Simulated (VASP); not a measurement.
All values below come from PBE GGA, VASP's PBE PAW potentials (set 64) (plane waves; VASP 6.6.1).

Input for VASP

### KPOINTS
```
Automatic mesh
0
gamma
 1 1 1
```

File POSCAR:
```
Al35BeN36
1
    4.6932676572    -8.1289780182     0.0000000000
    4.6932676572     8.1289780182     0.0000000000
    0.0000000000     0.0000000000    10.0192026154
Al N Be
35 36 1
Direct
  0.2222220000   0.1111110000   0.2500000000
  0.1111110000   0.2222220000   0.0000000000
  0.2222220000   0.1111110000   0.7500000000
  0.1074920000   0.2211480000   0.4992230000
  0.2160250000   0.4413550000   0.2456200000
  0.1111110000   0.5555560000   0.0000000000
  0.2261980000   0.4435630000   0.7485270000
  0.1102230000   0.5539940000   0.5047900000
  0.2222220000   0.7777780000   0.2500000000
  0.1111110000   0.8888890000   0.0000000000
  0.2222220000   0.7777780000   0.7500000000
  0.1111110000   0.8888890000   0.5000000000
  0.5555560000   0.1111110000   0.2500000000
  0.4444440000   0.2222220000   0.0000000000
  0.5555560000   0.1111110000   0.7500000000
  0.4461870000   0.2184350000   0.4975870000
  0.5575620000   0.4476980000   0.2541090000
  0.4444440000   0.5555560000   0.0000000000
  0.5496770000   0.4399160000   0.7536330000
  0.5604160000   0.7820530000   0.2489140000
  0.4444440000   0.8888890000   0.0000000000
  0.5492350000   0.7739550000   0.7529260000
  0.4447030000   0.8860210000   0.4976180000
  0.8888890000   0.1111110000   0.2500000000
  0.7777780000   0.2222220000   0.0000000000
  0.8888890000   0.1111110000   0.7500000000
  0.7777780000   0.2222220000   0.5000000000
  0.8888890000   0.4444440000   0.2500000000
  0.7777780000   0.5555560000   0.0000000000
  0.8888890000   0.4444440000   0.7500000000
  0.7757790000   0.5529830000   0.4973000000
  0.8888890000   0.7777780000   0.2500000000
  0.7777780000   0.8888890000   0.0000000000
  0.8888890000   0.7777780000   0.7500000000
  0.7772740000   0.8904390000   0.5000910000
  0.2222220000   0.1111110000   0.4410000000
  0.1111110000   0.2222220000   0.1910000000
  0.2222220000   0.1111110000   0.9410000000
  0.1111110000   0.2222220000   0.6910000000
  0.2230740000   0.4445940000   0.4363420000
  0.1111110000   0.5555560000   0.1910000000
  0.2222220000   0.4444440000   0.9410000000
  0.1111110000   0.5555560000   0.6910000000
  0.2222220000   0.7777780000   0.4410000000
  0.1111110000   0.8888890000   0.1910000000
  0.2222220000   0.7777780000   0.9410000000
  0.1111110000   0.8888890000   0.6910000000
  0.5555560000   0.1111110000   0.4410000000
  0.4444440000   0.2222220000   0.1910000000
  0.5555560000   0.1111110000   0.9410000000
  0.4444440000   0.2222220000   0.6910000000
  0.5518680000   0.4441120000   0.4381250000
  0.4435780000   0.5518850000   0.1884750000
  0.5555560000   0.4444440000   0.9410000000
  0.4471160000   0.5579420000   0.6930150000
  0.5553170000   0.7723350000   0.4416610000
  0.4444440000   0.8888890000   0.1910000000
  0.5555560000   0.7777780000   0.9410000000
  0.4444440000   0.8888890000   0.6910000000
  0.8888890000   0.1111110000   0.4410000000
  0.7777780000   0.2222220000   0.1910000000
  0.8888890000   0.1111110000   0.9410000000
  0.7777780000   0.2222220000   0.6910000000
  0.8888890000   0.4444440000   0.4410000000
  0.7777780000   0.5555560000   0.1910000000
  0.8888890000   0.4444440000   0.9410000000
  0.7777780000   0.5555560000   0.6910000000
  0.8888890000   0.7777780000   0.4410000000
  0.7777780000   0.8888890000   0.1910000000
  0.8888890000   0.7777780000   0.9410000000
  0.7777780000   0.8888890000   0.6910000000
  0.4395930000   0.5552440000   0.4992620000
```

INCAR:
```
! general
SYSTEM=Al35BeN36
PREC  =Normal
ENCUT =400   ! plane-wave cut-off (eV)
LREAL =Auto   ! projection in real space or not
LASPH =T
ISYM  =0
NELECT=288.0

! electronic loop
EDIFF =1E-5   ! SCF stop (eV)
NELM  =100   ! most electronic steps
NELMIN=4
ALGO  =Fast   ! Davidson, then RMM-DIIS

! smearing
ISMEAR=0
SIGMA =0.05

! functional
GGA   =PE   ! PBE

! ions
IBRION=2
NSW   =60   ! most ionic steps
ISIF  =2   ! forces and stress, cell fixed
EDIFFG=-0.03   ! ionic stop

! output
LWAVE =T
LCHARG=F
```

POTCAR, in this order: Al N Be (PBE.64 set). Program: vasp_gam.

The run wrote:

File OUTCAR:
```
 ion  position               nearest neighbor table
   1  0.222  0.111  0.250-  37 1.90  49 1.90  45 1.90  36 1.91  16 3.08   2 3.09  14 3.09  10 3.09
                            12 3.09   4 3.09   9 3.13  24 3.13  32 3.13  13 3.13   5 3.13  17 3.15
   2  0.111  0.222  0.000-  38 1.90  42 1.90  62 1.90  37 1.91   5 3.04   3 3.09   1 3.09  24 3.09
                            26 3.09   7 3.10  14 3.13  25 3.13  10 3.13  33 3.13  18 3.13   6 3.13
   3  0.222  0.111  0.750-  39 1.90  51 1.90  47 1.90  38 1.91  19 3.08   2 3.09  14 3.09  10 3.09
                            12 3.09   7 3.10   4 3.11  16 3.12  11 3.13  26 3.13  34 3.13  15 3.13
   4  0.107  0.221  0.499-  60 1.87  36 1.92  39 1.92  40 1.92  24 3.06  26 3.08   7 3.08   1 3.09
                            27 3.10  35 3.10   3 3.11   5 3.11   8 3.11  12 3.14  16 3.19
   5  0.216  0.441  0.246-  41 1.86  37 1.86  40 1.91  53 1.94   6 3.04   2 3.04  18 3.08  28 3.09
                            24 3.09   4 3.11   9 3.13   1 3.13   8 3.15  17 3.18  20 3.22
   6  0.111  0.556  0.000-  46 1.90  66 1.90  42 1.90  41 1.91   5 3.04   9 3.09  11 3.09  28 3.09
                            30 3.09   7 3.12  10 3.13  18 3.13  29 3.13  21 3.13  25 3.13   2 3.13
   7  0.226  0.444  0.749-  55 1.88  39 1.89  42 1.93  43 1.93  19 3.05   8 3.06  22 3.07  18 3.08
                             4 3.08   2 3.10   3 3.10   6 3.12  26 3.14  11 3.16  30 3.17
   8  0.110  0.554  0.505-  43 1.87  64 1.91  44 1.93  40 1.93  30 3.05  11 3.06   7 3.06   4 3.11
                            27 3.12  28 3.12  23 3.13   9 3.13  31 3.14  12 3.14   5 3.15
   9  0.222  0.778  0.250-  45 1.90  41 1.90  57 1.90  44 1.91  23 3.07  12 3.09  10 3.09  21 3.09
                             6 3.09   1 3.13  32 3.13  28 3.13  13 3.13   5 3.13   8 3.13  20 3.15
  10  0.111  0.889  0.000-  46 1.90  38 1.90  70 1.90  45 1.91   9 3.09  11 3.09   1 3.09   3 3.09
                            32 3.09  34 3.09   6 3.13  21 3.13  33 3.13   2 3.13  29 3.13  14 3.13
  11  0.222  0.778  0.750-  47 1.90  43 1.90  59 1.90  46 1.91   8 3.06  22 3.09  12 3.09  10 3.09
                            21 3.09   6 3.09  23 3.11   3 3.13  34 3.13  30 3.13  15 3.13   7 3.16
  12  0.111  0.889  0.500-  44 1.90  36 1.90  68 1.90  47 1.91   9 3.09  11 3.09   1 3.09   3 3.09
                            32 3.09  34 3.09  16 3.12   4 3.14   8 3.14  35 3.14  23 3.14  31 3.15
  13  0.556  0.111  0.250-  61 1.90  57 1.90  49 1.90  48 1.91  16 3.04  23 3.08  25 3.09  27 3.09
                            21 3.09  14 3.09  20 3.11  24 3.13  28 3.13   9 3.13   1 3.13  17 3.15
  14  0.444  0.222  0.000-  38 1.90  54 1.90  50 1.90  49 1.91  19 3.04   3 3.09   1 3.09  15 3.09
                            13 3.09   2 3.13  21 3.13  10 3.13  18 3.13  25 3.13  29 3.13  17 3.14
  15  0.556  0.111  0.750-  63 1.90  59 1.90  51 1.90  50 1.91  16 3.08  25 3.09  27 3.09  21 3.09
                            14 3.09  19 3.11  23 3.12  26 3.13  30 3.13  11 3.13   3 3.13  22 3.14
  16  0.446  0.218  0.498-  48 1.85  36 1.91  52 1.93  51 1.94  13 3.04  17 3.07   1 3.08  15 3.08
                            27 3.09  23 3.11   3 3.12  31 3.12  12 3.12  19 3.13   4 3.19
  17  0.558  0.448  0.254-  52 1.84  53 1.89  65 1.90  49 1.94  31 3.01  16 3.07  32 3.10  29 3.11
                            18 3.12  20 3.13  28 3.13  14 3.14  13 3.15   1 3.15   5 3.18
  18  0.444  0.556  0.000-  53 1.89  42 1.90  58 1.90  54 1.90  22 3.05  19 3.05   7 3.08   5 3.08
                            20 3.10  17 3.12  21 3.13   6 3.13   2 3.13  33 3.13  29 3.13  14 3.13
  19  0.550  0.440  0.754-  51 1.88  54 1.88  55 1.89  67 1.96  14 3.04  18 3.05   7 3.05   3 3.08
                            29 3.09  15 3.11  16 3.13  22 3.14  31 3.16  30 3.16  34 3.18
  20  0.560  0.782  0.249-  69 1.86  57 1.90  56 1.93  53 1.97  33 3.06  23 3.07  35 3.07  21 3.08
...
```

OSZICAR:
```
...
DAV:   1    -0.523430056669E+03   -0.34528E+00   -0.87345E+01   404   0.235E+01    0.203E+00
RMM:   2    -0.523496622131E+03   -0.66565E-01   -0.24299E+00   362   0.358E+00    0.132E+00
RMM:   3    -0.523446310695E+03    0.50311E-01   -0.32350E-01   362   0.128E+00    0.851E-01
RMM:   4    -0.523427877741E+03    0.18433E-01   -0.19190E-01   362   0.795E-01    0.282E-01
RMM:   5    -0.523429271173E+03   -0.13934E-02   -0.32219E-02   381   0.340E-01    0.180E-01
RMM:   6    -0.523429693174E+03   -0.42200E-03   -0.67797E-03   395   0.159E-01    0.102E-01
RMM:   7    -0.523429674851E+03    0.18323E-04   -0.12054E-03   365   0.792E-02    0.405E-02
RMM:   8    -0.523429709349E+03   -0.34497E-04   -0.31005E-04   408   0.421E-02    0.299E-02
RMM:   9    -0.523429707183E+03    0.21660E-05   -0.25139E-04   362   0.298E-02    0.167E-02
RMM:  10    -0.523429697111E+03    0.10072E-04   -0.33141E-05   264   0.151E-02    0.653E-03
RMM:  11    -0.523429697292E+03   -0.18134E-06   -0.98157E-06   218   0.732E-03
   2 F= -.52342970E+03 E0= -.52342970E+03  d E =-.344929E+00
       N       E                     dE             d eps       ncg     rms          rms(c)
DAV:   1    -0.523596683830E+03   -0.16699E+00   -0.11683E+01   388   0.880E+00    0.698E-01
RMM:   2    -0.523606576583E+03   -0.98928E-02   -0.33530E-01   362   0.133E+00    0.495E-01
RMM:   3    -0.523599793328E+03    0.67833E-02   -0.39755E-02   362   0.453E-01    0.328E-01
RMM:   4    -0.523596720466E+03    0.30729E-02   -0.30541E-02   362   0.314E-01    0.110E-01
RMM:   5    -0.523596775149E+03   -0.54682E-04   -0.42348E-03   369   0.128E-01    0.692E-02
RMM:   6    -0.523596854930E+03   -0.79781E-04   -0.13715E-03   399   0.637E-02    0.444E-02
RMM:   7    -0.523596837089E+03    0.17841E-04   -0.23326E-04   364   0.322E-02    0.180E-02
RMM:   8    -0.523596847572E+03   -0.10483E-04   -0.82322E-05   330   0.196E-02    0.163E-02
RMM:   9    -0.523596843796E+03    0.37764E-05   -0.67526E-05   311   0.151E-02
   3 F= -.52359684E+03 E0= -.52359684E+03  d E =-.512076E+00
       N       E                     dE             d eps       ncg     rms          rms(c)
DAV:   1    -0.523681605329E+03   -0.84758E-01   -0.19810E+01   372   0.109E+01    0.799E-01
RMM:   2    -0.523699087427E+03   -0.17482E-01   -0.34763E-01   362   0.129E+00    0.405E-01
RMM:   3    -0.523695123110E+03    0.39643E-02   -0.38282E-02   362   0.451E-01    0.281E-01
RMM:   4    -0.523693179810E+03    0.19433E-02   -0.14489E-02   362   0.238E-01    0.852E-02
RMM:   5    -0.523693307658E+03   -0.12785E-03   -0.18347E-03   373   0.947E-02    0.521E-02
RMM:   6    -0.523693338539E+03   -0.30881E-04   -0.43485E-04   385   0.443E-02    0.190E-02
RMM:   7    -0.523693343066E+03   -0.45271E-05   -0.82220E-05   342   0.205E-02
   4 F= -.52369334E+03 E0= -.52369334E+03  d E =-.964993E-01
       N       E                     dE             d eps       ncg     rms          rms(c)
DAV:   1    -0.523694378398E+03   -0.10399E-02   -0.31447E-01   428   0.136E+00    0.953E-02
RMM:   2    -0.523694644092E+03   -0.26569E-03   -0.54684E-03   362   0.161E-01    0.506E-02
RMM:   3    -0.523694580815E+03    0.63276E-04   -0.63808E-04   362   0.575E-02    0.328E-02
RMM:   4    -0.523694554593E+03    0.26223E-04   -0.24406E-04   357   0.308E-02    0.103E-02
RMM:   5    -0.523694557404E+03   -0.28117E-05   -0.31762E-05   248   0.127E-02
   5 F= -.52369456E+03 E0= -.52369456E+03  d E =-.977136E-01
       N       E                     dE             d eps       ncg     rms          rms(c)
DAV:   1    -0.523719873893E+03   -0.25319E-01   -0.76773E+00   372   0.674E+00    0.459E-01
RMM:   2    -0.523727547855E+03   -0.76740E-02   -0.12693E-01   362   0.773E-01    0.235E-01
RMM:   3    -0.523726964152E+03    0.58370E-03   -0.14933E-02   363   0.272E-01    0.166E-01
RMM:   4    -0.523726352850E+03    0.61130E-03   -0.48699E-03   362   0.142E-01    0.465E-02
RMM:   5    -0.523726421481E+03   -0.68632E-04   -0.87609E-04   393   0.586E-02    0.317E-02
RMM:   6    -0.523726430744E+03   -0.92630E-05   -0.14262E-04   374   0.252E-02    0.144E-02
RMM:   7    -0.523726431418E+03   -0.67387E-06   -0.24747E-05   240   0.118E-02
   6 F= -.52372643E+03 E0= -.52372643E+03  d E =-.318740E-01
       N       E                     dE             d eps       ncg     rms          rms(c)
DAV:   1    -0.523727597981E+03   -0.11672E-02   -0.64776E-01   412   0.196E+00    0.129E-01
RMM:   2    -0.523728236847E+03   -0.63887E-03   -0.10658E-02   362   0.224E-01    0.676E-02
RMM:   3    -0.523728188138E+03    0.48709E-04   -0.12760E-03   363   0.791E-02    0.461E-02
RMM:   4    -0.523728140859E+03    0.47279E-04   -0.42020E-04   362   0.417E-02    0.132E-02
RMM:   5    -0.523728147636E+03   -0.67767E-05   -0.77896E-05   301   0.175E-02
   7 F= -.52372815E+03 E0= -.52372815E+03  d E =-.335902E-01
       N       E                     dE             d eps       ncg     rms          rms(c)
DAV:   1    -0.523734789780E+03   -0.66489E-02   -0.32801E+00   372   0.456E+00    0.289E-01
RMM:   2    -0.523737710108E+03   -0.29203E-02   -0.53774E-02   362   0.515E-01    0.159E-01
RMM:   3    -0.523737216166E+03    0.49394E-03   -0.62689E-03   363   0.179E-01    0.100E-01
RMM:   4    -0.523736976539E+03    0.23963E-03   -0.22757E-03   363   0.953E-02    0.291E-02
RMM:   5    -0.523737006340E+03   -0.29802E-04   -0.34170E-04   387   0.378E-02    0.212E-02
RMM:   6    -0.523737009817E+03   -0.34767E-05   -0.49166E-05   292   0.163E-02
   8 F= -.52373701E+03 E0= -.52373701E+03  d E =-.886218E-02
       N       E                     dE             d eps       ncg     rms          rms(c)
DAV:   1    -0.523737012790E+03   -0.64494E-05   -0.10243E-03   388   0.810E-02    0.736E-03
RMM:   2    -0.523737013964E+03   -0.11739E-05   -0.19539E-05   235   0.103E-02    0.496E-03
RMM:   3    -0.523737013803E+03    0.16049E-06   -0.19948E-06   214   0.392E-03    0.351E-03
RMM:   4    -0.523737013696E+03    0.10695E-06   -0.10543E-06   172   0.242E-03
   9 F= -.52373701E+03 E0= -.52373701E+03  d E =-.886606E-02
       N       E                     dE             d eps       ncg     rms          rms(c)
DAV:   1    -0.523740190222E+03   -0.31764E-02   -0.74276E-01   372   0.216E+00    0.146E-01
RMM:   2    -0.523741074967E+03   -0.88475E-03   -0.12797E-02   362   0.257E-01    0.793E-02
RMM:   3    -0.523741019788E+03    0.55180E-04   -0.14051E-03   363   0.884E-02    0.514E-02
RMM:   4    -0.523740960732E+03    0.59056E-04   -0.55393E-04   362   0.491E-02    0.156E-02
RMM:   5    -0.523740966855E+03   -0.61233E-05   -0.86312E-05   316   0.196E-02
  10 F= -.52374097E+03 E0= -.52374097E+03  d E =-.395316E-02
       N       E                     dE             d eps       ncg     rms          rms(c)
DAV:   1    -0.523741209271E+03   -0.24854E-03   -0.12819E-01   388   0.897E-01    0.604E-02
RMM:   2    -0.523741370819E+03   -0.16155E-03   -0.22766E-03   362   0.109E-01    0.343E-02
RMM:   3    -0.523741361877E+03    0.89413E-05   -0.25376E-04   363   0.378E-02    0.227E-02
RMM:   4    -0.523741351842E+03    0.10036E-04   -0.10332E-04   348   0.213E-02    0.733E-03
RMM:   5    -0.523741352766E+03   -0.92474E-06   -0.14397E-05   225   0.851E-03
  11 F= -.52374135E+03 E0= -.52374135E+03  d E =-.433907E-02
       N       E                     dE             d eps       ncg     rms          rms(c)
DAV:   1    -0.523742171377E+03   -0.81954E-03   -0.17000E-01   372   0.105E+00    0.754E-02
RMM:   2    -0.523742384668E+03   -0.21329E-03   -0.32378E-03   362   0.132E-01    0.417E-02
RMM:   3    -0.523742366125E+03    0.18544E-04   -0.37202E-04   364   0.456E-02    0.266E-02
RMM:   4    -0.523742352289E+03    0.13836E-04   -0.14869E-04   360   0.254E-02    0.813E-03
RMM:   5    -0.523742353796E+03   -0.15071E-05   -0.24138E-05   237   0.103E-02
  12 F= -.52374235E+03 E0= -.52374235E+03  d E =-.100103E-02
```

File OUTCAR:
```
------------------------ aborting loop because EDIFF is reached ----------------------------------------
  FORCE on cell =-STRESS in cart. coord.  units (eV):
  Direction    XX          YY          ZZ          XY          YZ          ZX
  --------------------------------------------------------------------------------------
  Total       -6.7139024     -6.4798057    -17.3271340     -0.0061053      0.0042741      0.0025952
  in kB      -14.0705535    -13.5799491    -36.3130635     -0.0127951      0.0089574      0.0054388
  external PRESSURE =     -21.3211887 kB  Pullay stress =       0.0000000 kB
  volume of cell :      764.49
      direct lattice vectors                 reciprocal lattice vectors
     4.693267657 -8.128978018  0.000000000     0.106535582 -0.061508347  0.000000000
     4.693267657  8.128978018  0.000000000     0.106535582  0.061508347  0.000000000
     0.000000000  0.000000000 10.019202615     0.000000000  0.000000000  0.099808342
  FREE ENERGIE OF THE ION-ELECTRON SYSTEM (eV)
  ---------------------------------------------------
  free  energy   TOTEN  =      -523.7423537963 eV

  energy  without entropy=     -523.7423537963  energy(sigma->0) =     -523.74235380

 reached required accuracy - stopping structural energy minimisation
```
(Selected blocks of OUTCAR.)

File CONTCAR:
```
Al35BeN36
   1.00000000000000
     4.6932676571999998   -8.1289780181999998    0.0000000000000000
     4.6932676571999998    8.1289780181999998    0.0000000000000000
     0.0000000000000000    0.0000000000000000   10.0192026153999993
  Al              N               Be
    35    36     1
Direct
     0.2222546176200381    0.1112522731716171    0.2501846450729495
     0.1115042911051026    0.2232043901181432    0.9996762974386432
     0.2221854385001448    0.1112464935744163    0.7491837023990034
     0.1142361934607533    0.2258544109517612    0.4991644014214009
     0.2250794842915501    0.4457708715546896    0.2543734920509174
     0.1115050370367003    0.5548235432068399    0.9996717276082255
     0.2254139608966013    0.4458662334229083    0.7453245380927058
     0.1142310732814615    0.5545569271979518    0.4991836725054350
     0.2222509387263557    0.7773749533881671    0.2501722190859254
     0.1110000338676628    0.8886930311626846    0.9996493544417997
     0.2222182461070286    0.7771796595125939    0.7491931586911222
     0.1107165199479566    0.8884211283992083    0.4996846338038499
     0.5551115945392906    0.1107157250095896    0.2507102679289864
     0.4449161077368943    0.2231889002013064    0.9995799369102489
     0.5548897767717466    0.1105131032335968    0.7490199662485362
     0.4446342357731790    0.2257924634897975    0.4992273134705820
     0.5537043434392580    0.4457024670763248    0.2544372253460834
     0.4441924160819968    0.5552841770278888    0.9980291297405233
     0.5533599755614256    0.4457584060819751    0.7454031936598640
     0.5537680466144480    0.7741920790504369    0.2543884629769840
     0.4449631695778675    0.8881229648447091    0.9996791794263166
     0.5535032662072152    0.7737785965798049    0.7454246319293553
     0.4446347102187911    0.8848672516262444    0.4992046796368383
     0.8888631169630127    0.1107569617970332    0.2506644738315119
     0.7777485582204493    0.2221371021772979    0.9997585079215277
     0.8888028147456373    0.1104638866810386    0.7489024912768220
     0.7775048721854761    0.2218312870455766    0.4993123700019638
     0.8888119437014655    0.4446008336496014    0.2506260630729271
     0.7764195197956962    0.5548330749265559    0.9997051869956103
     0.8886557418400324    0.4446019155788556    0.7489383354815023
     0.7733094463171561    0.5545690089741259    0.4992036392661224
     0.8882127476170392    0.7773416466315310    0.2502376124024356
     0.7764774420511217    0.8882014079304920    0.9997009408210024
     0.8881695080648268    0.7772294910759989    0.7492893925435713
     0.7733543374738682    0.8849600422341976    0.4992043129932469
     0.2216506993561151    0.1102052883800215    0.4411514588338848
     0.1113191566642971    0.2226981602329591    0.1914486607341457
     0.2221435800699302    0.1110484374821071    0.9412073592712750
     0.1106421532449494    0.2214136462900593    0.6910874421887366
     0.2281441592429808    0.4471753190556695    0.4437937594848476
     0.1112544306183320    0.5550572332269107    0.1913983188253029
     0.2219686249841719    0.4442407221703734    0.9390397107361175
     0.1105492389940857    0.5554670483660544    0.6911456944853318
     0.2216246162370178    0.7775699204983293    0.4411596610889527
     0.1108950421240024    0.8886318545189957    0.1910125022465367
     0.2222147236072567    0.7775736706376739    0.9411880164178467
     0.1108647597352299    0.8885043386551758    0.6915272500198898
     0.5546255955679492    0.1103458632618983    0.4418364636906651
     0.4446503159283166    0.2227214497936608    0.1913990085939589
     0.5554119013621652    0.1109018117599724    0.9412331198720676
     0.4439144615315490    0.2213260404304211    0.6911213536651006
     0.5519368635680604    0.4471215886776964    0.4438851246415879
     0.4441670710398537    0.5552147780623400    0.1885328741222643
     0.5553624008028247    0.4442134356032692    0.9390429060048570
     0.4440733544530970    0.5551364495008836    0.6862087985683798
     0.5520133571158371    0.7709466338695236    0.4438152298138981
     0.4446821232416963    0.8882662673924717    0.1914449206334189
     0.5554126242548252    0.7775250594513681    0.9391353010745103
     0.4439697672582642    0.8887056730709868    0.6911575028237079
     0.8888471612187679    0.1104015472431703    0.4417590410414757
     0.7776474422262869    0.2220706013226461    0.1913083021280076
     0.8887839915109125    0.1109058791445857    0.9411371256715817
     0.7775028662627297    0.2218971659078959    0.6912097394668799
     0.8888167438286563    0.4446353455464299    0.4417719014083933
     0.7767232691280278    0.5550168306228681    0.1914769525627918
     0.8887343434833987    0.4444288740000353    0.9411836854999516
     0.7777309017282690    0.5554730562008855    0.6911330828621131
     0.8889834146550897    0.7775905076558627    0.4412045458332684
     0.7768664196544263    0.8883088795462635    0.1914260649984726
     0.8886488344985832    0.7775915710724312    0.9413056507702812
     0.7778696738674726    0.8886555825655839    0.6911389279456258
     0.4440673905953184    0.5549987601975588    0.5020813854794300
```

At this cut-off the stress carries a Pulay error, which pulls relaxed volumes low. The cell is charged, with a uniform compensating background. The supercell is sampled at Γ alone, which is coarse: total energies, pressure and levels can be off, energies of defects by several tenths of an eV.

The cell is a supercell with a defect, built from AlN (wurtzite): Be_Al, charge -1. The run is not spin-polarised, so no state with unpaired spins was tried.
